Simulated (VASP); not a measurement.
Output of a VASP run:

**OSZICAR**
```
       N       E                     dE             d eps       ncg     rms          rms(c)
DAV:   1     0.189735382342E+03    0.18974E+03   -0.14324E+04  2808   0.209E+03
DAV:   2    -0.194388091083E+02   -0.20917E+03   -0.20210E+03  2800   0.373E+02
DAV:   3    -0.300415623447E+02   -0.10603E+02   -0.96889E+01  3076   0.113E+02
DAV:   4    -0.302943242350E+02   -0.25276E+00   -0.25074E+00  3228   0.162E+01
DAV:   5    -0.303014245993E+02   -0.71004E-02   -0.70991E-02  3480   0.250E+00    0.206E+01
DAV:   6    -0.307163837534E+02   -0.41496E+00   -0.73901E+01  3112   0.145E+02    0.198E+01
DAV:   7    -0.259025361490E+02    0.48138E+01   -0.20671E+01  3084   0.771E+01    0.272E+00
DAV:   8    -0.258593146076E+02    0.43222E-01   -0.46451E-01  3056   0.600E+00    0.150E+00
DAV:   9    -0.258294811104E+02    0.29833E-01   -0.45551E-02  3744   0.309E+00    0.310E-01
DAV:  10    -0.258280934325E+02    0.13877E-02   -0.16071E-03  3176   0.413E-01    0.155E-01
DAV:  11    -0.258277898094E+02    0.30362E-03   -0.20502E-04  3560   0.142E-01    0.970E-02
DAV:  12    -0.258277907393E+02   -0.92992E-06   -0.29066E-05  3300   0.689E-02    0.524E-02
DAV:  13    -0.258278201126E+02   -0.29373E-04   -0.28013E-05  3416   0.850E-02    0.557E-02
DAV:  14    -0.258278168848E+02    0.32278E-05   -0.14417E-06  1728   0.210E-02    0.554E-02
DAV:  15    -0.258278353315E+02   -0.18447E-04   -0.10905E-05  2920   0.601E-02    0.601E-02
DAV:  16    -0.258277705262E+02    0.64805E-04   -0.15500E-04  3200   0.225E-01    0.449E-02
DAV:  17    -0.258277174494E+02    0.53077E-04   -0.10656E-03  3292   0.558E-01    0.273E-02
DAV:  18    -0.258277267562E+02   -0.93068E-05   -0.65272E-05  2864   0.104E-01    0.284E-02
DAV:  19    -0.258277184862E+02    0.82700E-05   -0.13601E-04  3184   0.216E-01    0.134E-02
DAV:  20    -0.258277214430E+02   -0.29568E-05   -0.18100E-05  3032   0.523E-02    0.154E-02
DAV:  21    -0.258277195500E+02    0.18931E-05   -0.58019E-06  2756   0.465E-02    0.871E-03
DAV:  22    -0.258277183246E+02    0.12253E-05   -0.64726E-06  2712   0.430E-02    0.287E-03
DAV:  23    -0.258277181688E+02    0.15582E-06   -0.16998E-06  1624   0.215E-02
   1 F= -.25827718E+02 E0= -.25827602E+02  d E =-.258277E+02  mag=    -0.0019
```

**OUTCAR**
```
------------------------ aborting loop because EDIFF is reached ----------------------------------------
  FORCE on cell =-STRESS in cart. coord.  units (eV):
  Direction    XX          YY          ZZ          XY          YZ          ZX
  --------------------------------------------------------------------------------------
  Total        0.0650027      0.0650027      0.0650027      0.0000000      0.0000000     -0.0000000
  in kB        2.4724177      2.4724177      2.4724177      0.0000000      0.0000000     -0.0000000
  external PRESSURE =       2.4724177 kB  Pullay stress =       0.0000000 kB
  volume of cell :       42.12
      direct lattice vectors                 reciprocal lattice vectors
     3.479418808  0.000000000  0.000000000     0.287404321  0.000000000  0.000000000
     0.000000000  3.479418808  0.000000000     0.000000000  0.287404321  0.000000000
     0.000000000  0.000000000  3.479418808     0.000000000  0.000000000  0.287404321
 POSITION                                       TOTAL-FORCE (eV/Angst)
 -----------------------------------------------------------------------------------
      0.00000      0.00000      0.00000         0.000000      0.000000      0.000000
      0.00000      1.73971      1.73971         0.000000      0.000000      0.000000
      1.73971      0.00000      1.73971         0.000000      0.000000      0.000000
      1.73971      1.73971      0.00000         0.000000      0.000000      0.000000
 -----------------------------------------------------------------------------------
    total drift:                                0.000000      0.000000      0.000000
  FREE ENERGIE OF THE ION-ELECTRON SYSTEM (eV)
  ---------------------------------------------------
  free  energy   TOTEN  =       -25.8277181688 eV

  energy  without entropy=      -25.8273710889  energy(sigma->0) =      -25.82760248

 total charge

# of ion       s       p       d       tot
------------------------------------------
    1        0.419   0.425   0.000   0.844
    2        0.527   0.578   8.434   9.539
    3        0.527   0.578   8.434   9.539
    4        0.527   0.578   8.434   9.539
--------------------------------------------------
tot          2.000   2.158  25.302  29.461

 magnetization (x)

# of ion       s       p       d       tot
------------------------------------------
    1       -0.000  -0.000   0.000  -0.000
    2       -0.000   0.000  -0.000  -0.000
    3       -0.000   0.000  -0.000  -0.000
    4       -0.000   0.000  -0.000  -0.000
--------------------------------------------------
tot         -0.000   0.000  -0.000  -0.000

 reached required accuracy - stopping structural energy minimisation
```
(Selected blocks of OUTCAR.)

### POSCAR
```
Ni3Al
1
    3.4794188083     0.0000000000     0.0000000000
   -0.0000000000     3.4794188083     0.0000000000
   -0.0000000000    -0.0000000000     3.4794188083
Al Ni
1 3
Direct
  0.0000000000   0.0000000000   0.0000000000
  0.0000000000   0.5000000000   0.5000000000
  0.5000000000   0.0000000000   0.5000000000
  0.5000000000   0.5000000000   0.0000000000
```

Question: Write an INCAR and KPOINTS that could have produced this output.

Answer: One answer among several that fit: the input of the run itself, LDA (Ceperley-Alder, Perdew-Zunger), plane waves, VASP's LDA PAW potentials (set 64).

**KPOINTS**
```
Automatic mesh
0
Gamma
9 9 9
0 0 0
```

INCAR:
```
! general
SYSTEM  = Ni3Al
PREC    = Accurate
ENCUT   = 500
LREAL   = .FALSE.
LASPH   = .TRUE.

! electronic loop
EDIFF   = 1E-6
NELM    = 100
ALGO    = Normal
LMAXMIX = 4

! smearing
ISMEAR  = 1
SIGMA   = 0.1

! spin
ISPIN   = 2
MAGMOM  = -0.0 0.2 0.2 0.2

! ions
IBRION  = 2
NSW     = 40
ISIF    = 3
EDIFFG  = -0.02

! output
LWAVE   = .FALSE.
LCHARG  = .FALSE.
LORBIT  = 10
```

POTCAR, in this order: Al Ni (LDA.64 set). Program: vasp_std.

The compound is Ni3Al in the L1_2 structure. It was relaxed first, which changed the volume by -7 %.
